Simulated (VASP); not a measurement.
# Ge: optical spectrum with PBE

**Measured values to compare with.**

“Electronic and optical properties of SixGe1-x-ySny alloys lattice-matched to Ge”, 2021, arxiv:2109.02782 reports, for a bulk crystal of Ge at 293 K: band gap 0.666 eV (indirect).

Ge:

```
CELL_PARAMETERS angstrom
0.00000 2.83700 2.83700
2.83700 0.00000 2.83700
2.83700 2.83700 0.00000
ATOMIC_POSITIONS crystal
Ge 0.00000 0.00000 0.00000
Ge 0.25000 0.25000 0.25000
```

```
Program                : VASP 6.6.1
Task                   : optical spectrum
Functional             : PBE
Potentials or basis    : VASP PAW PBE potentials, release 64 (Ge_d)
Cutoff                 : 520 eV
k mesh                 : 10 × 10 × 10
Occupations            : gaussian, width 0.03 eV
Spin                   : no spin polarisation
Further INCAR settings : ALGO = Normal; EDIFF = 1e-06; NBANDS = 62
```

The pressure is 3.0 GPa. The band gap on the k mesh is none (metal or under the smearing width).

Levels at points of the mesh, in eV from the Fermi level:
```csv
k point,band 11,band 12,band 13,band 14,band 15,band 16,band 17,band 18
"(0.00, 0.00, 0.00)",-12.72,-0.05,-0.01,-0.01,-0.01,2.54,2.54,2.54
"(0.50, 0.00, 0.00)",-10.65,-7.57,-1.40,-1.40,0.15,3.74,3.74,7.12
"(0.50, 0.50, 0.00)",-8.86,-8.86,-3.05,-3.05,0.76,0.76,9.44,9.44
```

Dielectric function (mean over the directions given):
| energy (eV) | real part | imaginary part |
| --- | --- | --- |
| 0.29 | -47.03 | 65.90 |
| 0.76 | 14.99 | 5.47 |
| 1.24 | 29.01 | 23.01 |
| 1.71 | -0.17 | 20.45 |
| 2.28 | 10.92 | 14.56 |
| 2.76 | 13.11 | 16.67 |
| 3.23 | 10.36 | 15.52 |
| 3.80 | -8.93 | 37.70 |
| 4.28 | -5.05 | 8.37 |
| 4.75 | -3.23 | 20.48 |
| 5.32 | -11.40 | 7.97 |
| 5.80 | -6.42 | 4.08 |
| 6.27 | -5.47 | 3.79 |
| 6.84 | -4.13 | 3.30 |
| 7.32 | -4.60 | 2.91 |
| 7.79 | -3.01 | 1.77 |
| 8.27 | -3.20 | 2.51 |
| 8.84 | -2.37 | 1.32 |
| 9.31 | -1.85 | 1.55 |
| 9.79 | -2.28 | 1.27 |
| 10.36 | -1.58 | 1.22 |
| 10.83 | -1.51 | 0.94 |
| 11.31 | -1.28 | 0.63 |
| 11.88 | -1.02 | 0.58 |
| 12.35 | -0.84 | 0.45 |
| 12.83 | -0.73 | 0.46 |
| 13.40 | -0.60 | 0.43 |
| 13.87 | -0.36 | 0.31 |
| 14.35 | -0.36 | 0.30 |
| 14.82 | -0.33 | 0.22 |
| 15.39 | -0.19 | 0.27 |
| 15.87 | -0.12 | 0.19 |
| 16.34 | -0.05 | 0.16 |
| 16.91 | 0.03 | 0.16 |
| 17.39 | 0.10 | 0.10 |
| 17.87 | 0.13 | 0.14 |
| 18.44 | 0.23 | 0.07 |
| 18.91 | 0.28 | 0.09 |
| 19.39 | 0.32 | 0.08 |
| 19.96 | 0.37 | 0.08 |

Wall time 56 s on 1 thread of Intel(R) Xeon(R) 6975P-C (Granite Rapids) (shared host), peak memory 0.27 GiB.

A measured gap of Ge is 0.666 eV (indirect; 293 K; “Electronic and optical properties of SixGe1-x-ySny alloys lattice-matched to Ge”, 2021, arxiv:2109.02782); the calculated 0.00 eV misses it by -0.67 eV. 3 values of this kind are on record (0.666 to 0.807 eV); this one was drawn at random among those near their median. Spin-orbit coupling on Ge is left out. The value is that of PBE on a finite k mesh, which can miss the band edges, without temperature or zero-point motion. Semilocal functionals fall short of measured gaps as a rule.

Caveat: independent-particle spectra lack excitons; the intraband (Drude) part of a metal's response may be missing; this crystal is a semiconductor, whose small gap the functional closes, so the metal is an error of the method.
